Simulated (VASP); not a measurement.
OSZICAR of a VASP run on BaZrO$_{3}$ (cubic perovskite):

**OSZICAR**
```
       N       E                     dE             d eps       ncg     rms          rms(c)
DAV:   1     0.333746855891E+03    0.33375E+03   -0.22468E+04   480   0.164E+03
DAV:   2    -0.285259611543E+02   -0.36227E+03   -0.35721E+03   648   0.396E+02
DAV:   3    -0.486366115707E+02   -0.20111E+02   -0.20096E+02   736   0.940E+01
DAV:   4    -0.493263001701E+02   -0.68969E+00   -0.68953E+00   728   0.129E+01
DAV:   5    -0.493411076999E+02   -0.14808E-01   -0.14807E-01   664   0.139E+00    0.293E+01
DAV:   6    -0.417271664548E+02    0.76139E+01   -0.48136E+01   576   0.444E+01    0.131E+01
DAV:   7    -0.417285927635E+02   -0.14263E-02   -0.36970E+00   728   0.108E+01    0.750E+00
DAV:   8    -0.417162091634E+02    0.12384E-01   -0.35999E-01   664   0.465E+00    0.786E-01
DAV:   9    -0.417147130225E+02    0.14961E-02   -0.62640E-02   656   0.146E+00    0.455E-01
DAV:  10    -0.417163800368E+02   -0.16670E-02   -0.17114E-02   640   0.114E+00    0.265E-01
DAV:  11    -0.417159381871E+02    0.44185E-03   -0.26702E-03   632   0.436E-01    0.380E-02
DAV:  12    -0.417159821601E+02   -0.43973E-04   -0.14976E-04   624   0.948E-02    0.359E-02
DAV:  13    -0.417159886135E+02   -0.64533E-05   -0.28503E-05   720   0.412E-02    0.481E-03
DAV:  14    -0.417159889728E+02   -0.35939E-06   -0.34808E-06   624   0.136E-02
   1 F= -.42698623E+02 E0= -.42698623E+02  d E =-.426986E+02
```

### Question
Which electronic solver shows in the log?

### Answer
It is blocked Davidson (ALGO = Normal, or the opening steps of other solvers). The INCAR had ALGO = Normal.

### Question
Can the final energy be trusted as converged?

### Answer
The calculation finished and met its thresholds. It stopped with EDIFF = 1E-6, NELM = 100, NSW = 60 and EDIFFG = -0.02 after 1 ionic step (PBE GGA with D4 dispersion, plane waves, VASP's PBE PAW potentials (set 64)).

The compound is BaZrO3 in the cubic perovskite structure. It was relaxed first. The start is the result of an earlier pass.
